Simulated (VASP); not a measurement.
A cell of SnO (litharge) near equilibrium:

```
CELL_PARAMETERS angstrom
      3.86779     0.00000     0.00000
      0.00000     3.86779     0.00000
      0.00000     0.00000     5.05264
ATOMIC_POSITIONS crystal
  Sn 0.50000 0.00000 0.76982
  Sn 0.00000 0.50000 0.23018
  O  0.50000 0.50000 0.00000
  O  0.00000 0.00000 0.00000
```

Calculation: PBE GGA, VASP's PBE PAW potentials (set 64) (plane waves; VASP).

Without a dispersion term in the relaxation, distances and binding between the weakly bound layers, chains or molecules are unreliable, and so is what depends on them. Unless said otherwise, spin-orbit coupling is left out, though it shifts the bands of the heavy elements here.

```csv
run,ΔE (meV/atom),σxx,σyy,σzz,"largest shear component, with its sign (GPa)",largest force (eV/Å),gap (eV)
as it is,0.0,-0.04,-0.04,-0.08,0.00,0.000,0.46
after one change,45.4,10.02,10.02,7.58,0.00,1.352,0.14
```
Stress is in GPa, positive when the cell is compressed; gaps are those on the k-mesh, and 0.00 means metallic.

**Question.** Name the change that produced these shifts.
(A) shear strain γ_xy = -2.0 %
(B) isotropic strain of -3.0 %
(C) atom 1 (Sn) moved by 0.025 Å along y
(D) biaxial strain of -1.5 % in the yz plane with the ions relaxed

**Answer.** B, isotropic strain of -3.0 %

The compound is SnO in the litharge structure.
